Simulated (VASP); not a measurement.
Level of theory: PBEsol GGA, VASP's PBE PAW potentials (set 64) (plane waves; VASP 6.6.1).

The input files of a VASP run:

### POSCAR
```
Sb
1
    0.0000000000     2.3957100000     2.3957100000
    2.3957100000     0.0000000000     2.3957100000
    2.3957100000     2.3957100000     0.0000000000
Sb
1
Direct
  0.0000000000   0.0000000000   0.0000000000
```

### INCAR
```
# general
SYSTEM =Sb
PREC   =Accurate
ENCUT  =400
LREAL  =F
LASPH  =T

# electronic loop
EDIFF  =1E-6
NELM   =100
ALGO   =Normal
LMAXMIX=4

# smearing
ISMEAR =1
SIGMA  =0.1

# functional
GGA    =PS

# ions
IBRION =2
NSW    =60
ISIF   =3
EDIFFG =-0.01

# output
LWAVE  =F
LCHARG =F
```

KPOINTS:
```
Regular mesh
0
G
12 12 12
0 0 0
```

POTCAR, in this order: Sb (PBE.64 set). Program: vasp_std.

Output

File OUTCAR:
```
 ion  position               nearest neighbor table
   1  0.000  0.000  0.000-
  LATTYP: Found a face centered cubic cell.
 ALAT       =     4.7914200000
 Subroutine PRICEL returns:
 Original cell was already a primitive cell.
 Subroutine GETGRP returns: Found 48 space group operations
The static configuration has the point symmetry O_h .
The dynamic configuration has the point symmetry O_h .
 Subroutine INISYM returns: Found 48 space group operations
 Subroutine IBZKPT returns following result:
 Found     72 irreducible k-points:

 Following reciprocal coordinates:
            Coordinates               Weight
  0.000000  0.000000  0.000000      1.000000
  0.083333  0.000000  0.000000      8.000000
  0.166667  0.000000  0.000000      8.000000
  0.250000  0.000000  0.000000      8.000000
  0.333333  0.000000  0.000000      8.000000
  0.416667  0.000000  0.000000      8.000000
  0.500000  0.000000  0.000000      4.000000
  0.083333  0.083333  0.000000      6.000000
  0.166667  0.083333  0.000000     24.000000
  0.250000  0.083333  0.000000     24.000000
  0.333333  0.083333  0.000000     24.000000
  0.416667  0.083333  0.000000     24.000000
  0.500000  0.083333  0.000000     24.000000
 -0.416667  0.083333  0.000000     24.000000
 -0.333333  0.083333  0.000000     24.000000
 -0.250000  0.083333  0.000000     24.000000
 -0.166667  0.083333  0.000000     24.000000
 -0.083333  0.083333  0.000000     12.000000
  0.166667  0.166667  0.000000      6.000000
  0.250000  0.166667  0.000000     24.000000
  0.333333  0.166667  0.000000     24.000000
  0.416667  0.166667  0.000000     24.000000
  0.500000  0.166667  0.000000     24.000000
 -0.416667  0.166667  0.000000     24.000000
 -0.333333  0.166667  0.000000     24.000000
...
```

### OSZICAR
```
       N       E                     dE             d eps       ncg     rms          rms(c)
DAV:   1     0.508746160051E+01    0.50875E+01   -0.13959E+03   870   0.426E+02
DAV:   2    -0.411549961687E+01   -0.92030E+01   -0.87344E+01  1266   0.641E+01
DAV:   3    -0.428894380286E+01   -0.17344E+00   -0.16945E+00   972   0.884E+00
DAV:   4    -0.428967135006E+01   -0.72755E-03   -0.72755E-03  1248   0.781E-01
DAV:   5    -0.428967335429E+01   -0.20042E-05   -0.20038E-05  1020   0.308E-02    0.157E+00
DAV:   6    -0.428492912010E+01    0.47442E-02   -0.25140E-03   972   0.314E-01    0.889E-01
DAV:   7    -0.428239748190E+01    0.25316E-02   -0.49384E-03   930   0.438E-01    0.457E-02
DAV:   8    -0.428239385115E+01    0.36308E-05   -0.41751E-05  1128   0.672E-02    0.699E-03
DAV:   9    -0.428239380223E+01    0.48914E-07   -0.41539E-07   966   0.692E-03
   1 F= -.42823938E+01 E0= -.42818978E+01  d E =-.428239E+01
       N       E                     dE             d eps       ncg     rms          rms(c)
DAV:   1    -0.431992190380E+01   -0.37528E-01   -0.93134E-01   930   0.568E+00    0.788E-01
DAV:   2    -0.430066400108E+01    0.19258E-01   -0.14955E-02   900   0.102E+00    0.440E-01
DAV:   3    -0.429059946369E+01    0.10065E-01   -0.19224E-02   912   0.808E-01    0.138E-01
DAV:   4    -0.429058404488E+01    0.15419E-04   -0.11247E-04   996   0.111E-01    0.109E-01
DAV:   5    -0.429055148431E+01    0.32561E-04   -0.99991E-06   924   0.301E-02    0.136E-02
DAV:   6    -0.429055145634E+01    0.27974E-07   -0.25634E-07   828   0.457E-03
   2 F= -.42905515E+01 E0= -.42901439E+01  d E =-.815765E-02
       N       E                     dE             d eps       ncg     rms          rms(c)
DAV:   1    -0.429629943578E+01   -0.57480E-02   -0.97073E-02   918   0.180E+00    0.257E-01
DAV:   2    -0.429423170618E+01    0.20677E-02   -0.16319E-03   876   0.334E-01    0.144E-01
DAV:   3    -0.429314613803E+01    0.10856E-02   -0.20922E-03   882   0.266E-01    0.429E-02
DAV:   4    -0.429314473721E+01    0.14008E-05   -0.12132E-05   978   0.366E-02    0.339E-02
DAV:   5    -0.429314277165E+01    0.19656E-05   -0.10531E-06   888   0.966E-03    0.549E-03
DAV:   6    -0.429314261683E+01    0.15481E-06   -0.26172E-08   504   0.152E-03
   3 F= -.42931426E+01 E0= -.42926870E+01  d E =-.107488E-01
```

**OUTCAR**
```
------------------------ aborting loop because EDIFF is reached ----------------------------------------
  FORCE on cell =-STRESS in cart. coord.  units (eV):
  Direction    XX          YY          ZZ          XY          YZ          ZX
  --------------------------------------------------------------------------------------
  Total        0.0012194      0.0012194      0.0012194     -0.0000000     -0.0000000     -0.0000000
  in kB        0.0743816      0.0743816      0.0743816     -0.0000000     -0.0000000     -0.0000000
  external PRESSURE =       0.0743816 kB  Pullay stress =       0.0000000 kB
  volume of cell :       26.27
      direct lattice vectors                 reciprocal lattice vectors
    -0.000000000  2.359323036  2.359323036    -0.211925197  0.211925197  0.211925197
     2.359323036 -0.000000000  2.359323036     0.211925197 -0.211925197  0.211925197
     2.359323036  2.359323036 -0.000000000     0.211925197  0.211925197 -0.211925197
 POSITION                                       TOTAL-FORCE (eV/Angst)
 -----------------------------------------------------------------------------------
     -0.00000      0.00000      0.00000        -0.000000     -0.000000     -0.000000
 -----------------------------------------------------------------------------------
    total drift:                               -0.000000      0.000000      0.000000
  FREE ENERGIE OF THE ION-ELECTRON SYSTEM (eV)
  ---------------------------------------------------
  free  energy   TOTEN  =        -4.2931426168 eV

  energy  without entropy=       -4.2917756230  energy(sigma->0) =       -4.29268695

 reached required accuracy - stopping structural energy minimisation
```
(Selected blocks of OUTCAR.)

File CONTCAR:
```
Sb
   1.00000000000000
    -0.0000000000000000    2.3593230356501871    2.3593230356501871
     2.3593230356501871   -0.0000000000000000    2.3593230356501871
     2.3593230356501871    2.3593230356501871   -0.0000000000000000
  Sb
     1
Direct
     0.0000000000000000    0.0000000000000000    0.0000000000000000
```

Energy and stress use the plane-wave basis of the starting cell.

The structure was generated: Sb was put into the fcc type (Fm-3m), which need not be its known phase. This run relaxes it. Symmetry was kept, so distortions that lower it aren't found.
